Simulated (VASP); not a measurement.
# Initial- and final-state core-level shifts of Ir3Pd2, part 2 of 3

Wanted: the chemical shifts that photoemission would resolve in Ir3Pd2.

VASP 6.6.1, plane waves and PAW; the level of theory is named at each step.

So far. Step 2 (Relaxation): The forces on the free atoms are under 0.05 eV/Å.

## 3. Initial state

Level of this step: PBE; plane waves and PAW (Ir, Pd) (VASP).

The cell without a hole gives, with ICORELEVEL = 1, the Kohn-Sham core levels of the initial state.

Input file INCAR:

```
SYSTEM = Ir3Pd2
PREC = Normal
ENCUT = 330
EDIFF = 1E-05
NELM = 120
ISMEAR = 0
SIGMA = 0.1
LREAL = Auto
ALGO = Fast
GGA = PE
NBANDS = 116
LASPH = .TRUE.
LORBIT = 11
LWAVE = .FALSE.
LCHARG = .FALSE.
KPAR = 2
NCORE = 4
ICORELEVEL = 1
ISIF = 0
LVHAR = .TRUE.
```

Input file POSCAR:

```
Ir3Pd2
1.0
    5.4730064864      0.0000000000      0.0000000000
    2.7365032432      4.7397626523      0.0000000000
    0.0000000000      0.0000000000     22.9373821671
Ir Pd
12 8
Direct
    0.0000000000      0.0000000000      0.6948893862
    0.5000000000      0.0000000000      0.6948893862
    0.0000000000      0.5000000000      0.6948893862
    0.5000000000      0.5000000000      0.6948893862
    0.1666666670      0.1666666670      0.5000000000
    0.6666666670      0.1666666670      0.5000000000
    0.1666666670      0.6666666670      0.5000000000
    0.6666666670      0.6666666670      0.5000000000
    0.8333333330      0.3333333330      0.3051106138
    0.3333333330      0.3333333330      0.3051106138
    0.8333333330      0.8333333330      0.3051106138
    0.3333333330      0.8333333330      0.3051106138
    0.8333333330      0.3333333330      0.5975540868
    0.3333333330      0.3333333330      0.5975540868
    0.8333333330      0.8333333330      0.5975540868
    0.3333333330      0.8333333330      0.5975540868
    0.0000000000      0.0000000000      0.4024459132
    0.5000000000      0.0000000000      0.4024459132
    0.0000000000      0.5000000000      0.4024459132
    0.5000000000      0.5000000000      0.4024459132
```

Input file KPOINTS:

```
Automatic mesh
0
Gamma
4 4 1
0 0 0
```

PAW data sets: Ir and Pd (PBE family, release 64).

Started as:

```sh
$ mpirun -np 8 vasp_std
```

Output:

```text
[... set-up lines as in an earlier step ...]
 entering main loop
       N       E                     dE             d eps       ncg     rms          rms(c)
DAV:   1     0.130334415929E+04    0.13033E+04   -0.65892E+04   944   0.103E+03
DAV:   2    -0.441103602738E+02   -0.13475E+04   -0.12522E+04   984   0.356E+02
DAV:   3    -0.143506516925E+03   -0.99396E+02   -0.88321E+02  1184   0.905E+01
DAV:   4    -0.148579459363E+03   -0.50729E+01   -0.48499E+01  1200   0.205E+01
DAV:   5    -0.148725742248E+03   -0.14628E+00   -0.14559E+00  1248   0.328E+00    0.471E+01
RMM:   6    -0.141790326558E+03    0.69354E+01   -0.23960E+01   960   0.201E+01    0.246E+01
RMM:   7    -0.180130026337E+03   -0.38340E+02   -0.57838E+01  1105   0.227E+01    0.572E+01
RMM:   8    -0.149277584642E+03    0.30852E+02   -0.14502E+01  1020   0.119E+01    0.274E+01
RMM:   9    -0.143947047378E+03    0.53305E+01   -0.11760E+01  1007   0.112E+01    0.233E+01
RMM:  10    -0.138827843980E+03    0.51192E+01   -0.79796E+00  1031   0.785E+00    0.331E+00
RMM:  11    -0.138835839649E+03   -0.79957E-02   -0.10042E+00  1065   0.298E+00    0.205E+00
RMM:  12    -0.138829027105E+03    0.68125E-02   -0.21429E-01  1109   0.107E+00    0.144E+00
RMM:  13    -0.138821100400E+03    0.79267E-02   -0.38371E-02  1046   0.596E-01    0.545E-01
RMM:  14    -0.138819332608E+03    0.17678E-02   -0.13573E-02  1140   0.274E-01    0.211E-01
RMM:  15    -0.138819653301E+03   -0.32069E-03   -0.30266E-03  1136   0.151E-01    0.352E-01
RMM:  16    -0.138820021580E+03   -0.36828E-03   -0.80460E-04  1253   0.616E-02    0.404E-01
RMM:  17    -0.138818945553E+03    0.10760E-02   -0.14339E-03  1284   0.106E-01    0.939E-02
RMM:  18    -0.138819011257E+03   -0.65704E-04   -0.13436E-04  1054   0.324E-02    0.859E-02
RMM:  19    -0.138819059538E+03   -0.48281E-04   -0.34802E-05   710   0.160E-02    0.809E-02
RMM:  20    -0.138819032423E+03    0.27115E-04   -0.52006E-05   813   0.218E-02    0.212E-02
RMM:  21    -0.138819071237E+03   -0.38815E-04   -0.18228E-05   567   0.116E-02    0.121E-02
RMM:  22    -0.138819102965E+03   -0.31728E-04   -0.58659E-06   520   0.785E-03    0.761E-03
RMM:  23    -0.138819144212E+03   -0.41248E-04   -0.88710E-06   538   0.585E-03    0.877E-03
RMM:  24    -0.138819158187E+03   -0.13974E-04   -0.11967E-06   431   0.391E-03    0.891E-03
RMM:  25    -0.138819189497E+03   -0.31310E-04   -0.22693E-06   481   0.454E-03    0.272E-03
RMM:  26    -0.138819191907E+03   -0.24103E-05   -0.27940E-07   186   0.218E-03
   1 F= -.13881919E+03 E0= -.13874294E+03  d E =-.152495E+00
```

Elapsed: 40 s, on 8 MPI ranks of AMD EPYC 7R43, shared host; peak memory 1.1 GiB.

OUTCAR, selected parts (step 3):

```text
 Found      4 irreducible k-points:

   NELECT =     188.0000    total number of electrons

 the core state eigenenergies are
   1-  1s -76095.3493  2s -13303.5350  2p -11553.3680  3s  -3105.9861  3p  -2594.4718
       3d  -2032.4380  4s   -656.7076  4p   -488.9963  4d   -283.2855  4f    -54.6404
       5s    -90.1985  5p    -46.9421
   2-  1s -76095.3493  2s -13303.5350  2p -11553.3680  3s  -3105.9861  3p  -2594.4718
       3d  -2032.4380  4s   -656.7076  4p   -488.9963  4d   -283.2855  4f    -54.6404
       5s    -90.1985  5p    -46.9421
   3-  1s -76095.3493  2s -13303.5350  2p -11553.3680  3s  -3105.9861  3p  -2594.4718
       3d  -2032.4380  4s   -656.7076  4p   -488.9963  4d   -283.2855  4f    -54.6404
       5s    -90.1985  5p    -46.9421
   4-  1s -76095.3493  2s -13303.5350  2p -11553.3680  3s  -3105.9861  3p  -2594.4718
       3d  -2032.4380  4s   -656.7076  4p   -488.9963  4d   -283.2855  4f    -54.6404
       5s    -90.1985  5p    -46.9421
   5-  1s -76095.7260  2s -13303.9340  2p -11553.7654  3s  -3106.3958  3p  -2594.8815
       3d  -2032.8473  4s   -657.1322  4p   -489.4227  4d   -283.7141  4f    -55.0732
       5s    -90.6613  5p    -47.4159
   6-  1s -76095.7260  2s -13303.9340  2p -11553.7654  3s  -3106.3958  3p  -2594.8815
       3d  -2032.8473  4s   -657.1322  4p   -489.4227  4d   -283.7141  4f    -55.0732
       5s    -90.6613  5p    -47.4159
   7-  1s -76095.7260  2s -13303.9340  2p -11553.7654  3s  -3106.3958  3p  -2594.8815
       3d  -2032.8473  4s   -657.1322  4p   -489.4227  4d   -283.7141  4f    -55.0732
       5s    -90.6613  5p    -47.4159
   8-  1s -76095.7260  2s -13303.9340  2p -11553.7654  3s  -3106.3958  3p  -2594.8815
       3d  -2032.8473  4s   -657.1322  4p   -489.4227  4d   -283.7141  4f    -55.0732
       5s    -90.6613  5p    -47.4159
   9-  1s -76095.3493  2s -13303.5350  2p -11553.3680  3s  -3105.9861  3p  -2594.4718
       3d  -2032.4380  4s   -656.7076  4p   -488.9963  4d   -283.2855  4f    -54.6404
       5s    -90.1985  5p    -46.9421
  10-  1s -76095.3493  2s -13303.5350  2p -11553.3680  3s  -3105.9861  3p  -2594.4718
       3d  -2032.4380  4s   -656.7076  4p   -488.9963  4d   -283.2855  4f    -54.6404
       5s    -90.1985  5p    -46.9421
  11-  1s -76095.3493  2s -13303.5350  2p -11553.3680  3s  -3105.9861  3p  -2594.4718
       3d  -2032.4380  4s   -656.7076  4p   -488.9963  4d   -283.2855  4f    -54.6404
       5s    -90.1985  5p    -46.9421
  12-  1s -76095.3493  2s -13303.5350  2p -11553.3680  3s  -3105.9861  3p  -2594.4718
       3d  -2032.4380  4s   -656.7076  4p   -488.9963  4d   -283.2855  4f    -54.6404
       5s    -90.1985  5p    -46.9421
  13-  1s -24158.9637  2s  -3525.3593  2p  -3160.1099  3s   -633.7722  3p   -513.7692
       3d   -323.3165  4s    -82.7880  4p    -48.4958
  14-  1s -24158.9637  2s  -3525.3593  2p  -3160.1099  3s   -633.7722  3p   -513.7692
[...]
20-  1s -24158.9637  2s  -3525.3593  2p  -3160.1099  3s   -633.7722  3p   -513.7692
       3d   -323.3165  4s    -82.7880  4p    -48.4958

 E-fermi :   1.9709

 k-point     1 :       0.0000    0.0000    0.0000
  band No.  band energies     occupation
    ...
     82       1.7581      1.99738
     83       1.7938      1.98775
     84       1.7938      1.98775
     85       1.7938      1.98775
     86       1.9235      1.49722
     87       2.2812      0.00001
     88       2.2812      0.00001
     89       2.2812      0.00001
     90       2.3106      0.00000
     91       2.3106      0.00000
    ...

 k-point     2 :       0.2500   -0.0000    0.0000
  band No.  band energies     occupation
    ...
     88       1.7334      1.99922
     89       1.7458      1.99854
     90       1.8345      1.94623
     91       1.8345      1.94623
     92       1.8785      1.80867
     93       2.0613      0.20105
     94       2.1258      0.02845
     95       2.1258      0.02845
     96       2.2344      0.00019
     97       2.2469      0.00009
    ...

 POSITION                                       TOTAL-FORCE (eV/Angst)
 -----------------------------------------------------------------------------------
      0.00000      0.00000     15.93894         0.000000      0.000000      0.049318
      2.73650      0.00000     15.93894        -0.000000     -0.000000      0.049318
      1.36825      2.36988     15.93894         0.000000      0.000000      0.049318
      4.10475      2.36988     15.93894        -0.000000     -0.000000      0.049318
      1.36825      0.78996     11.46869         0.000000      0.000000      0.000000
      4.10475      0.78996     11.46869         0.000000      0.000000      0.000000
      2.73650      3.15984     11.46869         0.000000      0.000000      0.000000
      5.47301      3.15984     11.46869         0.000000      0.000000      0.000000
      5.47301      1.57992      6.99844        -0.000000     -0.000000     -0.049318
      2.73650      1.57992      6.99844         0.000000      0.000000     -0.049318
      6.84126      3.94980      6.99844        -0.000000      0.000000     -0.049318
      4.10475      3.94980      6.99844         0.000000      0.000000     -0.049318
      5.47301      1.57992     13.70633         0.000000      0.000000      0.040112
      2.73650      1.57992     13.70633        -0.000000     -0.000000      0.040112
      6.84126      3.94980     13.70633        -0.000000      0.000000      0.040112
      4.10475      3.94980     13.70633         0.000000     -0.000000      0.040112
      0.00000      0.00000      9.23106        -0.000000     -0.000000     -0.040112
      2.73650      0.00000      9.23106        -0.000000      0.000000     -0.040112
      1.36825      2.36988      9.23106        -0.000000     -0.000000     -0.040112
      4.10475      2.36988      9.23106         0.000000      0.000000     -0.040112
 -----------------------------------------------------------------------------------
    total drift:                                0.000002      0.000001      0.000001

  FREE ENERGIE OF THE ION-ELECTRON SYSTEM (eV)
  ---------------------------------------------------
  free  energy   TOTEN  =      -138.8191919071 eV

  energy  without entropy=     -138.6666966560  energy(sigma->0) =     -138.74294428

 total charge
# of ion       s       p       d       tot
------------------------------------------
    1        0.658   0.507   6.861   8.026
    2        0.658   0.507   6.861   8.026
    3        0.658   0.507   6.861   8.026
    4        0.658   0.507   6.861   8.026
    5        0.662   0.624   6.910   8.196
    6        0.662   0.624   6.910   8.196
    7        0.662   0.624   6.910   8.196
    8        0.662   0.624   6.910   8.196
    9        0.658   0.507   6.861   8.026
   10        0.658   0.507   6.861   8.026
   11        0.658   0.507   6.861   8.026
   12        0.658   0.507   6.861   8.026
   13        0.502   0.593   8.459   9.554
   14        0.502   0.593   8.459   9.554
   15        0.502   0.593   8.459   9.554
   16        0.502   0.593   8.459   9.554
   17        0.502   0.593   8.459   9.554
   18        0.502   0.593   8.459   9.554
   19        0.502   0.593   8.459   9.554
   20        0.502   0.593   8.459   9.554
--------------------------------------------------
tot         11.927  11.298 150.203 173.427

[... 8 parts as in an earlier step ...]

[... 3 further parts left out ...]
```

These are scalar-relativistic Kohn-Sham levels of the ground state, with no core hole, so they are not binding energies.

This step gave:

- energy at zero smearing: -138.7429 eV

The two shallowest core shells; atoms whose shallowest level rounds to another's at 0.01 eV are left out. Core levels, by row:

| atom | shell | level below the Fermi level (eV) |
| --- | --- | --- |
| Ir1 | 4f | 56.61 |
| Ir1 | 5p | 48.91 |
| Ir5 | 4f | 57.04 |
| Ir5 | 5p | 49.39 |
| Pd13 | 4s | 84.76 |
| Pd13 | 4p | 50.47 |

(Part 2 of 3 ends here.)

[Lines on the potential files, build, host, timing and source positions are cut from VASP's logs without a mark.]

[Logs are printed without paths, hosts, clocks, repeated set-up lines and the standing remarks that a program may print on its own settings, such as how far it seeks lower states.]

[Hosts, paths, dates, database ids (printed as entryN), source tags and the programs' standing remarks are cut or masked in the printed files.]
